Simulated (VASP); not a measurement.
Crystal: NbVTe4.

```
CELL_PARAMETERS angstrom
-2.65224 2.65224 5.70472
2.65224 -2.65224 5.70472
2.65224 2.65224 -5.70472
ATOMIC_POSITIONS crystal
Nb 0.50000 0.50000 0.00000
V 0.00000 0.00000 0.00000
Te 0.13646 0.63646 0.50000
Te 0.63646 0.13646 0.50000
Te 0.86354 0.36354 0.50000
Te 0.36354 0.86354 0.50000
```

The cell was built by a generator and needn't be a form met in nature.

| Property | Result |
| --- | --- |
| Program | VASP 6.6.1 |
| Task | relaxation of cell and atoms |
| Functional | PBE |
| Potentials or basis | VASP PAW PBE potentials, release 64 (Nb_sv, V_sv, Te) |
| Cutoff | 520 eV |
| k mesh | 4 × 4 × 4 |
| Occupations | gaussian, width 0.15 eV |
| Spin | collinear spin, ferromagnetic start |
| Starting moments | [0.0, 2.0, 0.0, 0.0, 0.0, 0.0] μB |

At the start: pressure 2.3 GPa; volume 26.75 Å³/atom.

Task: How do energy, volume and symmetry change on relaxing?

Result: Over 10 steps the energy falls by 456.9 meV/atom and the volume is 29.06 Å³/atom (+8.6 %); space group I4/mmm (No. 139, to 0.05 Å); moment 0.49 μB per cell.

The path:
| step | energy change (eV) | largest force (eV/Å) | pressure (GPa) | volume (Å³) |
| --- | --- | --- | --- | --- |
| 1 | 0.0000 | 3.4315 | 2.28 | 160.52 |
| 2 | -2.2966 | 0.3525 | -3.53 | 167.50 |
| 3 | -2.3436 | 0.2767 | -3.38 | 167.97 |
| 4 | -2.4157 | 0.1320 | -2.99 | 168.83 |
| 5 | -2.5619 | 0.2215 | -1.85 | 170.17 |
| 6 | -2.6330 | 0.7253 | 2.93 | 171.44 |
| 7 | -2.6676 | 0.6349 | 1.70 | 171.32 |
| 8 | -2.6899 | 0.3098 | -2.16 | 181.24 |
| 9 | -2.7325 | 0.0891 | -0.64 | 176.64 |
| 10 | -2.7414 | 0.0244 | 0.13 | 174.37 |

Final structure:
```
Nb V Te
1.0
    -2.35560    2.35560    7.85633
     2.35560   -2.35560    7.85633
     2.35560    2.35560   -7.85633
Nb V Te
1 1 4
Direct
  0.50000 0.50000 0.00000
  0.00000 0.00000 0.00000
  0.10838 0.60838 0.50000
  0.60838 0.10838 0.50000
  0.89162 0.39162 0.50000
  0.39162 0.89162 0.50000
```

Caveat: the k mesh is coarse (spacing up to 0.42 Å⁻¹), so the values aren't converged.
